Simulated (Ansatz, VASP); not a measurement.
**Mo (Mo(100)-(2x1) missing row) in two plane-wave programs**

Aim: how closely do two programs agree when they are given the same cell, functional and k mesh? The structure shown is the start of the Ansatz relaxation below; VASP solves that cell, so the two are compared at the walk's first step.

Calculated with Ansatz 0.2.0; plane waves, with VASP 6.6.1 beside it; single point at PBE.

## Step 1: Starting point

The cell holds 9 atoms: 9 Mo. Cell: a = 6.300 Å, b = 3.150 Å, c = 23.300 Å, α = 90.0°, β = 90.0°, γ = 90.0°. Vacuum lies along c.

## Step 2: Ansatz: relaxation, PBE

Ansatz runs on its default PAW (the set named soft_2) files.

The two programs are compared at the cell with which this relaxation starts, whose forces are those of its first step.

input.yaml reads:

```yaml
crystal:
  lattice:
    - [6.3, 0.0, 0.0]
    - [0.0, 3.15, 0.0]
    - [0.0, 0.0, 23.3]
  atoms:
    - { symbol: Mo, position: [0.0, 0.0, 0.364806867] }
    - { symbol: Mo, position: [0.5, 0.0, 0.364806867] }
    - { symbol: Mo, position: [0.25, 0.5, 0.4324034335] }
    - { symbol: Mo, position: [0.75, 0.5, 0.4324034335] }
    - { symbol: Mo, position: [0.0, 0.0, 0.5] }
    - { symbol: Mo, position: [0.5, 0.0, 0.5] }
    - { symbol: Mo, position: [0.25, 0.5, 0.5675965665] }
    - { symbol: Mo, position: [0.75, 0.5, 0.5675965665] }
    - { symbol: Mo, position: [0.0, 0.0, 0.635193133] }
kpoints:
  mp_grid: { grid: [5, 9, 1] }
hamiltonian:
  xc: pbe
scf:
  occupations: { method: fermi_dirac, width: 0.1 }
  convergence: { dr2_threshold: 1.0e-08 }
efield:
  axis: 3
  dipole_correction: true
  ramp_position: 0.97
  ramp_width: 0.06
relax:
  f_tol: 0.015
  max_steps: 90
  constraints: [{ sites: [0, 1, 2, 3] }]
output:
  write_potential: true
  write_density: true
  volumetric_format: npy
```

The run is started by

```console
$ ansatz run input.yaml --threads 4 --pin off --max-ram 6144MiB --backend cpu --events-out ev --progress --plain --runs-dir out
```

Numbers of over 12 decimals in the logs are rounded to 6 here.

The log of the run:

```text
Engine: ansatz 0.2.0, aarch64-unknown-linux-gnu
Pseudopotentials: kind: paw
Pseudopotential: Mo, paw, valence charge 14, recommended cutoff 420 eV (normal), Mo.paw.azcp
Functional definition: PBE
  parameter kappa = 0.804
  parameter beta = 0.066725
  exchange = pbe_x(kappa = kappa, mu = beta*pi^2/3)
  correlation = pbe_c(beta = beta)
Crystal: 9 atoms, lattice volume = 462.388 Å³
Basis set: ecut = 420 eV, 9091 PW (Γ), exchange–correlation on 90×48×320 points (8 copies of the dense FFT grid, shifted against one another)
Bands: 76, of which v1, the nominal top of the filled ones, is band 63 counted from 1 (62 counted from 0)
Symmetry: 4 space group operations
Space group: Pmm2 (ITA 25), of the structure as read, at distance tolerance 7.7e-5 Å
k-points: 15 of 45
Non-local potential: Mo, projectors of the file, l = 0: 3, l = 1: 2, l = 2: 2, l = 3: 1
PAW form: soft (Blöchl's): semilocal exchange-correlation on the pseudo side does not see the compensation charge
PAW one-centre angular grid: Mo, 590 points (default); XC on 64 Gauss nodes
Initial density: superposition of atomic densities (neutral atoms: chi_scale 0, normalization atom), corrected by the library's trained network
Initial wavefunctions: pseudopotential atomic-orbital guess
Functional: x = pbe(κ = 0.804, μ = 0.219515), c = pbe(β = 0.066725)
SCF iter   1: F=—  HF=-44595.517939 eV  |F-HF|=—  |Δ(HF+E_count)|=         —  Δρ=6.16e-3  dr2=5.82e-1  ethr=1.77e-3  p=0.045 e·Å  D=1.76e-2 V/Å  ΔV_dip=-0.41 eV  dr2_dipole=1.32e-2  V_vac-E_F(+/−)=3.67/4.08 eV  ⟨swp⟩=9.5  Hψ=5526  notcnv=0
efield: sawtooth ramp at fractional position 0.9700 (set: `efield.ramp_position`, or a place that a band, a saddle search or an elastic batch's reference lends), width 0.0600; the density the first Hamiltonian is built on has a dipole p = 0.045 e·Å; the dipole correction subtracts the counter field D = 1.76e-2 V/Å, which shifts the + side's vacuum level by -0.41 eV against the − side's; the planar-averaged density in the ramp window peaks in size at 1.3e-5 e/Å³
preconditioner: auto → LDOS  [metal: Δε(μ)=0.018 eV  Ē_g=3.428 eV  σ=0.100 eV  W_gap=0.04  n_scr=74 (ndim 8)  ℏωp=12.7 eV  f_vac=0.590  D(μ)=10.29/eV (n_scr^D=44)  β→1.0]
SCF iter   2: F=—  HF=-44595.492433 eV  |F-HF|=—  |Δ(HF+E_count)|=   2.55e-2  Δρ=3.13e-3  dr2=1.05e-1  ethr=4.62e-4  p=0.026 e·Å  D=1.01e-2 V/Å  ΔV_dip=-0.23 eV  dr2_dipole=7.08e-4  V_vac-E_F(+/−)=3.69/3.92 eV  ⟨swp⟩=2.3  Hψ=1698  notcnv=0
SCF iter   3: F=—  HF=-44595.485078 eV  |F-HF|=—  |Δ(HF+E_count)|=   7.35e-3  Δρ=8.09e-4  dr2=7.42e-3  ethr=8.37e-5  p=0.029 e·Å  D=1.14e-2 V/Å  ΔV_dip=-0.27 eV  dr2_dipole=8.04e-7  V_vac-E_F(+/−)=3.67/3.94 eV  ⟨swp⟩=2.0  Hψ=1651  notcnv=0
SCF iter   4: F=—  HF=-44595.484710 eV  |F-HF|=—  |Δ(HF+E_count)|=   3.68e-4  Δρ=2.68e-4  dr2=1.01e-3  ethr=5.89e-6  p=0.028 e·Å  D=1.10e-2 V/Å  ΔV_dip=-0.26 eV  dr2_dipole=1.74e-5  V_vac-E_F(+/−)=3.66/3.92 eV  ⟨swp⟩=2.1  Hψ=1546  notcnv=0
SCF iter   5: F=—  HF=-44595.484752 eV  |F-HF|=—  |Δ(HF+E_count)|=   4.13e-5  Δρ=9.67e-5  dr2=8.36e-5  ethr=8.03e-7  p=0.027 e·Å  D=1.07e-2 V/Å  ΔV_dip=-0.25 eV  dr2_dipole=3.11e-8  V_vac-E_F(+/−)=3.66/3.91 eV  ⟨swp⟩=2.1  Hψ=1527  notcnv=0
SCF iter   6: F=—  HF=-44595.484798 eV  |F-HF|=—  |Δ(HF+E_count)|=   4.64e-5  Δρ=4.58e-5  dr2=2.10e-5  ethr=6.64e-8  p=0.027 e·Å  D=1.06e-2 V/Å  ΔV_dip=-0.25 eV  dr2_dipole=2.70e-7  V_vac-E_F(+/−)=3.66/3.91 eV  ⟨swp⟩=2.9  Hψ=1891  notcnv=0
SCF iter   7: F=—  HF=-44595.484802 eV  |F-HF|=—  |Δ(HF+E_count)|=   3.98e-6  Δρ=1.13e-5  dr2=1.46e-6  ethr=1.67e-8  p=0.027 e·Å  D=1.06e-2 V/Å  ΔV_dip=-0.25 eV  dr2_dipole=1.47e-8  V_vac-E_F(+/−)=3.66/3.91 eV  ⟨swp⟩=2.3  Hψ=1555  notcnv=0
SCF iter   8: F=—  HF=-44595.484773 eV  |F-HF|=—  |Δ(HF+E_count)|=   2.94e-5  Δρ=4.46e-6  dr2=1.97e-7  ethr=1.16e-9  p=0.027 e·Å  D=1.06e-2 V/Å  ΔV_dip=-0.25 eV  dr2_dipole=1.36e-8  V_vac-E_F(+/−)=3.66/3.91 eV  ⟨swp⟩=2.6  Hψ=1819  notcnv=0
SCF iter   9: F=—  HF=-44595.484773 eV  |F-HF|=—  |Δ(HF+E_count)|=   1.59e-7  Δρ=1.29e-6  dr2=1.49e-8  ethr=1.56e-10  p=0.027 e·Å  D=1.06e-2 V/Å  ΔV_dip=-0.25 eV  dr2_dipole=6.65e-10  V_vac-E_F(+/−)=3.66/3.91 eV  ⟨swp⟩=2.3  Hψ=1681  notcnv=0
SCF iter  10: F=-44595.484773 eV  HF=-44595.484773 eV  |F-HF|=2.89e-9  |Δ(HF+E_count)|=   2.61e-8  Δρ=5.75e-7  dr2=3.02e-9  ethr=7.94e-12  p=0.027 e·Å  D=1.06e-2 V/Å  ΔV_dip=-0.25 eV  dr2_dipole=4.53e-11  V_vac-E_F(+/−)=3.66/3.91 eV  ⟨swp⟩=10.4  Hψ=7898  notcnv=0
SCF 1 converged in 10 iterations: F = -44595.484773 eV  dr2 = 3.02e-9
  greatest PAW one-centre occupation: 0.998 electrons in one spin orbital (limit 2), on the Mo atom at site 8 (counted from 0), in its partial waves of l = 0
relax step   1: F+E_penalty+E_count = -44595.48477288 eV  Δ(F+E_penalty+E_count) = +0.000e0 eV  max|allowed force component| = 2.553e0 eV/Å  Δτ_max = 0.0000 Å  (10 SCF iters, accepted)
Initial density: handed on by an earlier stage of this run
[...]
SCF iter   5: F=—  HF=-44595.879711 eV  |F-HF|=—  |Δ(HF+E_count)|=   2.47e-5  Δρ=2.27e-6  dr2=5.11e-8  ethr=3.78e-10  p=0.018 e·Å  D=7.10e-3 V/Å  ΔV_dip=-0.17 eV  dr2_dipole=2.27e-10  V_vac-E_F(+/−)=3.75/3.91 eV  ⟨swp⟩=3.3  Hψ=2124  notcnv=0
SCF iter   6: F=—  HF=-44595.879711 eV  |F-HF|=—  |Δ(HF+E_count)|=   2.64e-8  Δρ=1.20e-6  dr2=1.25e-8  ethr=7.94e-12  p=0.018 e·Å  D=7.09e-3 V/Å  ΔV_dip=-0.17 eV  dr2_dipole=7.23e-11  V_vac-E_F(+/−)=3.75/3.91 eV  ⟨swp⟩=10.4  Hψ=8225  notcnv=0
SCF iter   7: F=-44595.879711 eV  HF=-44595.879711 eV  |F-HF|=0.00e0  |Δ(HF+E_count)|=   8.79e-9  Δρ=3.21e-7  dr2=9.84e-10  ethr=7.94e-12  p=0.018 e·Å  D=7.09e-3 V/Å  ΔV_dip=-0.17 eV  dr2_dipole=4.72e-12  V_vac-E_F(+/−)=3.75/3.91 eV  ⟨swp⟩=9.6  Hψ=7414  notcnv=0
SCF 5 converged in 7 iterations: F = -44595.879711 eV  dr2 = 9.84e-10
relax step   5: F+E_penalty+E_count = -44595.87971054 eV  Δ(F+E_penalty+E_count) = -1.506e-4 eV  max|allowed force component| = 1.035e-2 eV/Å  Δτ_max = 0.0031 Å  (7 SCF iters, accepted)
NSCF: frozen V_eff on 15 k-points
the band table was solved once a step of the walk had ended and its energy, with any forces and stress, was formed, with the checks that follow a solve (5007 applications of the Hamiltonian). They found nothing against the state; the energy, forces and stress were not computed again (output.eigenvalues in the input reference)
WARN: The output density's exchange-correlation potential varies sharply where the density is thin. Do not read a vacuum level from v_tot or v_xc, or from such a field of the output density. On a cell that repeats whose density bears no net charge and no dipole along the vacuum's axis use v_es (v_loc + v_h of the components); under efield.dipole_correction with no amplitude use v_es + v_field, which holds any externa [...]
SCF converged after 7 iterations
Free energy (F): -44595.879711 eV
Harris-Foulkes:  -44595.879711 eV  (|F-HF|=0.00e0)
Internal energy: -44595.553104 eV  (E = F + TS)
E sigma→0 (E₀):  -44595.716407 eV
Entropy (-TS):   -0.326607 eV (-36.290 meV/atom)
Fermi energy:    3.788320 eV
Dipole field:    D = 0.007094 V/Å  (p = 0.018127 e·Å, saw-weighted, corrected)
Work function:   Φ+ = 3.7482 eV   Φ− = 3.9135 eV
Levels:          The Fermi level and band energies are counted from a zero that moves with the ramp; work functions are not
--- Per-component energies (eV) ---
  E_band       = -2636.667338
  E_kinetic    = 3954.458620
  E_local      = -143560.718329  (includes V_loc(G=0)·N_el)
  E_nonlocal   = 1293.941307
  E_hartree    = 69509.525261
  E_xc         = -1639.953974
  E_vxc        = -2045.427311  (∫ρ·V_xc dr)
  E_paw        = -28813.291430  (= ΣΔE_a)
  E_vpaw       = -1298.314539  (= ΣTr[D̂ρ^β])
  E_aug_tail   = 0.000384  (compensation charges beyond the density's cutoff)
  E_efield     = 0.000064  (sawtooth field / dipole correction)
  E_vefield    = 0.336579  (∫n·V_field dr)
  E_ewald      = 54660.484994
  E_smearing   = -0.326607  (= −TS)
  E_closure    = 0.000000  (closes the sum)
  Σ components = -44595.879711   (vs F -44595.879711, Δ=0.00e0)
--- Forces (eV/Å), atoms counted from 1 ---
  atom   1  Mo     0.00000000     0.00000000     1.54829593
  atom   2  Mo     0.00000000     0.00000000     1.35802885
  atom   3  Mo     0.19903394     0.00000000    -1.45325213
  atom   4  Mo    -0.19903394     0.00000000    -1.45325213
  atom   5  Mo    -0.00000000     0.00000000    -0.00429110
  atom   6  Mo     0.00000000     0.00000000     0.01034597
  atom   7  Mo     0.00082874     0.00000000    -0.00056587
  atom   8  Mo    -0.00082874     0.00000000    -0.00056587
  atom   9  Mo    -0.00000000     0.00000000    -0.00473960
  max |Σ_I F_I| component: 4.05e-6 eV/Å
--- Band table (eV; the first three rows and the last of 15) ---
  k-point 0: bands = [... 59 lower, 3.2209, 3.2428, 3.3965, 3.6155, 3.7187, 3.8216, 4.1563, 4.2168, ... 9 higher]
  k-point 1: bands = [... 59 lower, 3.2626, 3.4449, 3.5194, 3.6371, 3.7955, 3.8554, 4.1220, 4.1665, ... 9 higher]
  k-point 2: bands = [... 59 lower, 3.2246, 3.3704, 3.4059, 3.6260, 4.1258, 4.3129, 4.3148, 4.4413, ... 9 higher]
  k-point 14: bands = [... 59 lower, 3.1125, 3.4246, 3.8572, 3.9655, 4.0295, 4.2390, 4.6564, 4.7857, ... 9 higher]
--- Relaxed structure (5 steps of the walk, 5 accepted, 0 SCFs on fresh bases) ---
  F+E_penalty+E_count = -44595.87971054 eV   max|allowed force component| = 1.035e-2 eV/Å
  atoms:
    - { symbol: Mo, position: [0.0, 0.0, 0.364806867] }
    - { symbol: Mo, position: [0.500000, 0.0, 0.364806867] }
    - { symbol: Mo, position: [0.250000, 0.500000, 0.4324034335] }
    - { symbol: Mo, position: [0.750000, 0.500000, 0.4324034335] }
    - { symbol: Mo, position: [-1.7215445272914715e-19, 0.0, 0.499720] }
    - { symbol: Mo, position: [0.500000, 0.0, 0.501372] }
    - { symbol: Mo, position: [0.244546, 0.500000, 0.567397] }
    - { symbol: Mo, position: [0.755454, 0.500000, 0.567397] }
    - { symbol: Mo, position: [-6.711530190783648e-18, 0.0, 0.624296] }
```

(Continued in part 2 of 2.)

[Lines on the potential files, build, host, timing and source positions are cut from VASP's logs without a mark.]

[Logs are printed without paths, hosts, clocks, repeated set-up lines and the standing remarks that a program may print on its own settings, such as how far it seeks lower states.]

[Hosts, paths, dates, database ids (printed as entryN), source tags and the programs' standing remarks are cut or masked in the printed files.]
